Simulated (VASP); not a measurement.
Here is the system:

```
SrO
1.0
    0.00000     2.58000     2.58000
    2.58000     0.00000     2.58000
    2.58000     2.58000     0.00000
Sr O
1 1
Direct
  0.00000   0.00000   0.00000
  0.50000   0.50000   0.50000
```

All values below come from SCAN meta-GGA, VASP's PBE PAW potentials (set 64) (plane waves; VASP). Run with 520 eV cut-off, 10×10×10 Γ-centred mesh, tetrahedra with Blöchl corrections, potentials Sr_sv O.

**Question.** Give the energies of bands 6 to 11 at the high-symmetry points, in eV from the valence-band maximum.

**Answer.** 
```json
[
 {"band": "6", "Γ": "0.00", "X": "-0.46", "U": "-0.93", "L": "-2.10", "W": "-1.09"},
 {"band": "7", "Γ": "0.00", "X": "-0.10", "U": "-0.56", "L": "-1.10", "W": "-0.44"},
 {"band": "8", "Γ": "0.00", "X": "-0.10", "U": "-0.49", "L": "-1.10", "W": "-0.44"},
 {"band": "9", "Γ": "4.51", "X": "3.73", "U": "5.25", "L": "7.04", "W": "6.50"},
 {"band": "10", "Γ": "6.75", "X": "8.44", "U": "8.42", "L": "8.91", "W": "6.50"},
 {"band": "11", "Γ": "6.75", "X": "10.89", "U": "9.37", "L": "9.43", "W": "9.26"}
]
```

The gap is indirect, 3.73 eV, from the valence maximum at Γ to the conduction minimum at X.

The compound is SrO in the rock salt structure. The cell was not relaxed at this level.
